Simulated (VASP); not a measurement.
Level of theory: PBEsol GGA, VASP's PBE PAW potentials (set 64) (plane waves; VASP).

Input for VASP

INCAR:
```
SYSTEM = Ga4AsSb3
PREC = Accurate
ENCUT = 400
EDIFF = 1E-7
NELM = 100
ALGO = Normal
LREAL = .FALSE.
LASPH = .TRUE.
ISMEAR = 0
SIGMA = 0.05
GGA = PS
LMAXMIX = 4
LWAVE = .FALSE.
LCHARG = .FALSE.
LORBIT = 11
ICHARG = 11
```

KPOINTS:
```
k-points along high-symmetry lines
8
Line-mode
Reciprocal
  0.000000   0.000000   0.000000 ! GAMMA
 -0.500000  -0.500000   0.000000 ! Y

 -0.500000  -0.500000   0.000000 ! Y
 -0.625000  -0.375000   0.000000 ! C_0

 -0.375000   0.375000   0.000000 ! SIGMA_0
  0.000000   0.000000   0.000000 ! GAMMA

  0.000000   0.000000   0.000000 ! GAMMA
  0.500000   0.500000   0.500000 ! Z

  0.500000   0.500000   0.500000 ! Z
  0.125000   0.875000   0.500000 ! A_0

 -0.125000   0.125000   0.500000 ! E_0
  0.000000   0.000000   0.500000 ! T

  0.000000   0.000000   0.500000 ! T
 -0.500000  -0.500000   0.000000 ! Y

  0.000000   0.000000   0.000000 ! GAMMA
 -0.500000   0.000000   0.000000 ! S

 -0.500000   0.000000   0.000000 ! S
  0.000000   0.500000   0.500000 ! R

  0.000000   0.500000   0.500000 ! R
  0.500000   0.500000   0.500000 ! Z

  0.500000   0.500000   0.500000 ! Z
  0.000000   0.000000   0.500000 ! T
```

POSCAR:
```
Ga4AsSb3
1.0
 -0.0004212620   6.0030936798   5.9962549980
  6.0030936798  -0.0004212620   5.9962549980
  3.0013362089   3.0013362089   0.0000000000
Ga Sb As
4 3 1
Cartesian
  6.0026724181   6.0026724181  11.9871308516
  3.0613202503   5.9426883764   8.9418517510
  5.9426883764   3.0613202503   8.9418517510
  6.0026724181   6.0026724181   6.1045483443
  1.5006681048   1.5006681048   1.5034855822
  4.5001179094   1.5025545084   4.4952060504
  1.5025545084   4.5001179094   4.4952060504
  4.5020043133   4.5020043133   7.4970146023
```

POTCAR, in this order: Ga_d Sb As (PBE.64 set). Program: vasp_std. Read from the step before: CHGCAR.

The resulting files:

**OUTCAR**
```
 ion  position               nearest neighbor table
   1  1.000  1.000  0.001-   6 2.60   7 2.60   5 2.60   5 2.60
   2  0.986  0.506  0.009-   8 2.50   6 2.63   6 2.63   5 2.64
   3  0.506  0.986  0.009-   8 2.50   7 2.63   7 2.63   5 2.64
   4  0.509  0.509  0.982-   8 2.54   8 2.54   6 2.66   7 2.66
   5  0.125  0.125  0.249-   1 2.60   1 2.60   2 2.64   3 2.64
   6  0.125  0.624  0.250-   1 2.60   2 2.63   2 2.63   4 2.66
   7  0.624  0.125  0.250-   1 2.60   3 2.63   3 2.63   4 2.66
   8  0.625  0.625  0.250-   2 2.50   3 2.50   4 2.54   4 2.54
  LATTYP: Found a base centered orthorhombic cell.
 ALAT       =     8.4902522526
 B/A-ratio  =     1.4125033791
 C/A-ratio  =     0.4999298308
 Subroutine PRICEL returns:
 Original cell was already a primitive cell.
 Subroutine GETGRP returns: Found  4 space group operations
The static configuration has the point symmetry C_2v.
The dynamic configuration has the point symmetry C_2v.
 Subroutine INISYM returns: Found  4 space group operations
   k-points           NKPTS =     88   k-points in BZ     NKDIM =     88   number of bands    NBANDS=     43
   number of dos      NEDOS =    301   number of ions     NIONS =      8
   total plane-waves  NPLWV =  87808
   dimension x,y,z NGX =    56 NGY =   56 NGZ =   28
   dimension x,y,z NGXF=   112 NGYF=  112 NGZF=   56
   ions per type =               4   3   1
   PREC   = accura    normal or accurate (medium, high low for compatibility)
   ISTART =      0    job   : 0-new  1-cont  2-samecut
   ICHARG =     11    charge: 1-file 2-atom 10-const
   ISPIN  =      1    spin polarized calculation?
   LNONCOLLINEAR =      F non collinear calculations
   LSORBIT =      F    spin-orbit coupling
   INIWAV =      1    electr: 0-lowe 1-rand  2-diag
   ENCUT  =  400.0 eV  29.40 Ry    5.42 a.u.  13.84 13.84  6.92*2*pi/ulx,y,z
   NELM   =    100;   NELMIN=  2; NELMDL= -5     # of ELM steps
   EDIFF  = 0.1E-06   stopping-criterion for ELM
   LREAL  =      F    real-space projection
   NLSPLINE    = F    spline interpolate recip. space projectors
   LMAXMIX     =    4 max onsite mixed and CHGCAR
   VOSKOWN=      0    Vosko Wilk Nusair interpolation
   EDIFFG = 0.1E-05   stopping-criterion for IOM
...
```

OSZICAR:
```
       N       E                     dE             d eps       ncg     rms          rms(c)
DAV:   1     0.530920369065E+03    0.53092E+03   -0.28467E+04  7794   0.187E+03
DAV:   2     0.451230301122E+02   -0.48580E+03   -0.47546E+03  8412   0.477E+02
DAV:   3    -0.271549788279E+02   -0.72278E+02   -0.69902E+02  8742   0.147E+02
DAV:   4    -0.313833831865E+02   -0.42284E+01   -0.41516E+01  8956   0.365E+01
DAV:   5    -0.315311903516E+02   -0.14781E+00   -0.14680E+00  9677   0.631E+00
DAV:   6    -0.315386668360E+02   -0.74765E-02   -0.74709E-02 11196   0.135E+00
DAV:   7    -0.315387467352E+02   -0.79899E-04   -0.79885E-04  9789   0.138E-01
DAV:   8    -0.315387489663E+02   -0.22311E-05   -0.22308E-05 11179   0.243E-02
DAV:   9    -0.315387489887E+02   -0.22412E-07   -0.23079E-07  6896   0.238E-03
   1 F= -.31538749E+02 E0= -.31536368E+02  d E =-.476251E-02
```

### OUTCAR
```
 val. band max:        4.6466977554   @ k =  -0.0714   0.0000   0.0000

 cond. band min:       4.6577202933   @ k =  -0.0536   0.0536   0.0000



 k-point     1 :       0.0000    0.0000    0.0000
  band No.  band energies     occupation
      1     -10.5479      2.00000
      2     -10.5230      2.00000
      3     -10.5024      2.00000
      4     -10.4720      2.00000
      5     -10.4632      2.00000
      6     -10.4179      2.00000
      7     -10.4111      2.00000
      8     -10.3903      2.00000
      9     -10.3759      2.00000
     10     -10.3746      2.00000
     11     -10.3737      2.00000
     12     -10.3411      2.00000
     13     -10.3362      2.00000
     14     -10.3335      2.00000
     15     -10.3301      2.00000
     16     -10.2699      2.00000
     17     -10.2592      2.00000
     18     -10.2423      2.00000
     19     -10.2059      2.00000
     20     -10.2008      2.00000
     21      -7.4175      2.00000
     22      -5.9775      2.00000
     23      -5.2713      2.00000
     24      -4.5685      2.00000
     25      -2.2754      2.00000
     26      -1.9381      2.00000
     27      -1.8585      2.00000
     28       1.8695      2.00000
     29       1.9091      2.00000
     30       3.1650      2.00000
     31       3.3174      2.00000
     32       3.4181      2.00000
     33       3.6462      2.00000
     34       4.1318      2.00000
     35       4.6051      1.83668
     36       4.6433      1.24764
     37       4.6710      0.64011
     38       5.2582      0.00000
     39       5.2942      0.00000
     40       5.5559      0.00000
     41       5.8287      0.00000
     42       7.5376      0.00000
     43       7.5474      0.00000

 k-point     2 :      -0.0714   -0.0714    0.0000
  band No.  band energies     occupation
      1     -10.5478      2.00000
      2     -10.5229      2.00000
      3     -10.5023      2.00000
      4     -10.4720      2.00000
      5     -10.4632      2.00000
      6     -10.4184      2.00000
...
```

The density is held fixed in this step, so its total energy and stress have no physical meaning. Unless said otherwise, spin-orbit coupling is left out, though it shifts the bands of the heavy elements here.

The structure was generated: Ga4AsSb3 was put into an ordered model structure (Amm2), which need not be its known phase. It was relaxed first.
